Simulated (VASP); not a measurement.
Method: PBE GGA, VASP's PBE PAW potentials (set 64) (plane waves; VASP).

VASP input:

File POSCAR:
```
CeO2
1
    0.0000000000     2.7627300000     2.7328950000
    2.7624840000     0.0000000000     2.7328950000
    2.7624840000     2.7627300000     0.0000000000
Ce O
1 2
Direct
  0.0000000000   0.0000000000   0.0000000000
  0.2500000000   0.2500000000   0.2500000000
  0.7356860000   0.7643140000   0.7643140000
```

**KPOINTS**
```
Automatic mesh
0
Gamma
6 6 6
0 0 0
```

### INCAR
```
# general
SYSTEM  = CeO2
PREC    = Accurate
ENCUT   = 520   # plane-wave cut-off (eV)
LREAL   = F
LASPH   = T   # aspherical one-centre terms

# electronic loop
EDIFF   = 1E-6   # SCF stop (eV)
NELM    = 100   # most electronic steps
ALGO    = Normal   # blocked Davidson
LMAXMIX = 6   # l cut-off of mixed one-centre charges

# smearing
ISMEAR  = 0   # Gaussian
SIGMA   = 0.05

# functional
GGA     = PE

# ions
ISIF    = 2   # forces and stress, cell fixed

# output
LWAVE   = F
LCHARG  = F
```

POTCAR, in this order: Ce O_s (PBE.64 set). Program: vasp_std.

What VASP printed:

### OUTCAR
```
 ion  position               nearest neighbor table
   1  0.000  0.000  0.000-   3 2.34   3 2.34   2 2.38   2 2.38   2 2.38   2 2.38   3 2.43   3 2.43
  LATTYP: Found a face centered orthorhombic cell.
 ALAT       =     5.4657900000
 B/A-ratio  =     1.0108269802
 C/A-ratio  =     1.0109169946
 Subroutine PRICEL returns:
 Original cell was already a primitive cell.
 Subroutine GETGRP returns: Found  2 space group operations
The static configuration has the point symmetry C_2 .
The dynamic configuration has the point symmetry C_2 .
 Subroutine INISYM returns: Found  2 space group operations
 Subroutine IBZKPT returns following result:
 Found     68 irreducible k-points:

 Following reciprocal coordinates:
            Coordinates               Weight
  0.000000  0.000000  0.000000      1.000000
  0.166667  0.000000  0.000000      4.000000
 -0.000000  0.166667 -0.000000      4.000000
  0.333333  0.000000  0.000000      4.000000
 -0.000000  0.333333 -0.000000      4.000000
  0.500000  0.000000  0.000000      2.000000
  0.000000  0.500000 -0.000000      2.000000
  0.166667  0.166667  0.000000      2.000000
...
```

### OSZICAR
```
       N       E                     dE             d eps       ncg     rms          rms(c)
DAV:   1     0.221439179088E+03    0.22144E+03   -0.11617E+04  2200   0.197E+03
DAV:   2     0.123790110870E+02   -0.20906E+03   -0.20258E+03  2928   0.322E+02
DAV:   3    -0.305631776597E+02   -0.42942E+02   -0.37823E+02  3104   0.146E+02
DAV:   4    -0.318228328168E+02   -0.12597E+01   -0.12595E+01  3048   0.342E+01
DAV:   5    -0.318838296722E+02   -0.60997E-01   -0.60993E-01  3760   0.607E+00    0.298E+01
DAV:   6    -0.305358826704E+02    0.13479E+01   -0.10626E+02  3368   0.686E+01    0.382E+01
DAV:   7    -0.284516536175E+02    0.20842E+01   -0.23096E+02  3248   0.139E+02    0.246E+01
DAV:   8    -0.277845315124E+02    0.66712E+00   -0.31408E+00  2600   0.213E+01    0.168E+01
DAV:   9    -0.262931215751E+02    0.14914E+01   -0.83354E+00  3248   0.246E+01    0.465E+00
DAV:  10    -0.262274067353E+02    0.65715E-01   -0.40224E-01  3752   0.599E+00    0.309E+00
DAV:  11    -0.262078687908E+02    0.19538E-01   -0.14563E-01  3376   0.374E+00    0.211E+00
DAV:  12    -0.262025449965E+02    0.53238E-02   -0.12501E-01  3168   0.278E+00    0.778E-01
DAV:  13    -0.262037152498E+02   -0.11703E-02   -0.34812E-02  3640   0.169E+00    0.514E-01
DAV:  14    -0.262025312297E+02    0.11840E-02   -0.10682E-02  3464   0.941E-01    0.107E-01
DAV:  15    -0.262025489157E+02   -0.17686E-04   -0.80174E-04  2872   0.292E-01    0.341E-02
DAV:  16    -0.262025381057E+02    0.10810E-04   -0.20985E-04  3632   0.138E-01    0.306E-02
DAV:  17    -0.262025419835E+02   -0.38778E-05   -0.15364E-05  2928   0.414E-02    0.119E-02
DAV:  18    -0.262025404956E+02    0.14879E-05   -0.10444E-05  2832   0.301E-02    0.566E-03
DAV:  19    -0.262025400671E+02    0.42852E-06   -0.23251E-06  1976   0.157E-02
   1 F= -.26202540E+02 E0= -.26202540E+02  d E =-.591142E-11
```

File OUTCAR:
```
------------------------ aborting loop because EDIFF is reached ----------------------------------------
  FORCE on cell =-STRESS in cart. coord.  units (eV):
  Direction    XX          YY          ZZ          XY          YZ          ZX
  --------------------------------------------------------------------------------------
  Total       -1.0937934     -1.1706841     -0.5243071      0.0000000      0.0242336      0.0000000
  in kB      -42.0101960    -44.9633994    -20.1374803      0.0000000      0.9307593      0.0000000
  external PRESSURE =     -35.7036919 kB  Pullay stress =       0.0000000 kB
  volume of cell :       41.71
      direct lattice vectors                 reciprocal lattice vectors
     0.000000000  2.762730000  2.732895000    -0.180996523  0.180980407  0.182956169
     2.762484000  0.000000000  2.732895000     0.180996523 -0.180980407  0.182956169
     2.762484000  2.762730000  0.000000000     0.180996523  0.180980407 -0.182956169
 POSITION                                       TOTAL-FORCE (eV/Angst)
 -----------------------------------------------------------------------------------
      0.00000      0.00000      0.00000         0.217245     -0.000000      0.000000
      1.38124      1.38136      1.36645         0.262368      0.000000      0.000000
      4.22281      4.14410      4.09934        -0.479613      0.000000      0.000000
 -----------------------------------------------------------------------------------
    total drift:                               -0.000081      0.000000      0.000000
  FREE ENERGIE OF THE ION-ELECTRON SYSTEM (eV)
  ---------------------------------------------------
  free  energy   TOTEN  =       -26.2025400671 eV

  energy  without entropy=      -26.2025400671  energy(sigma->0) =      -26.20254007
```
(Selected blocks of OUTCAR.)

The compound is CeO2 in the fluorite structure. The cell was not relaxed at this level, atoms are displaced from their ideal sites. The run is one of a series of settings (POTCAR Ce O_s (PBE.64 set) against the base run), some of them coarse on purpose. The run is not spin-polarised, so no magnetic state was tried.
